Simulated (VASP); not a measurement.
```xyz
3
Lattice="2.5990 0.0000 0.0000 -1.2995 2.2508 0.0000 0.0000 0.0000 4.1927" Properties=species:S:1:pos:R:3 pbc="T T T"
Tc     0.0000     0.0000     0.0000
O      0.0000     1.5005     1.0566
O      1.2995     0.7503     3.1361
```

All values below come from PBE GGA, VASP's PBE PAW potentials (set 64) (plane waves; VASP). Settings: 520 eV cut-off, 7×7×4 Γ-centred mesh, Gaussian smearing of 0.050 eV, potentials Tc_pv O.

Problem. Predict the energy per atom (σ→0), pressure, largest force, band gap (on the k-mesh) with the smallest direct gap where there is one.

Solution. 
The band gap (on the k-mesh) comes out as none (metal, semimetal or under 0.01 eV) and the energy per atom (σ→0) is -6.880 eV/atom. The pressure is 1447.7 kbar and the largest force is 8.281 eV/Å.

The absolute energy has meaning only against runs of the same code, potentials and settings.

The structure was generated: TcO2 was put into the CdI2 type (P-3m1), which need not be its known phase. The cell was not relaxed at this level. The k-mesh is coarse (spacing up to 0.40 per Å, 2π included), so the numbers may not be converged in it. The electron count is odd and the run is not spin-polarised, which forces a metal.
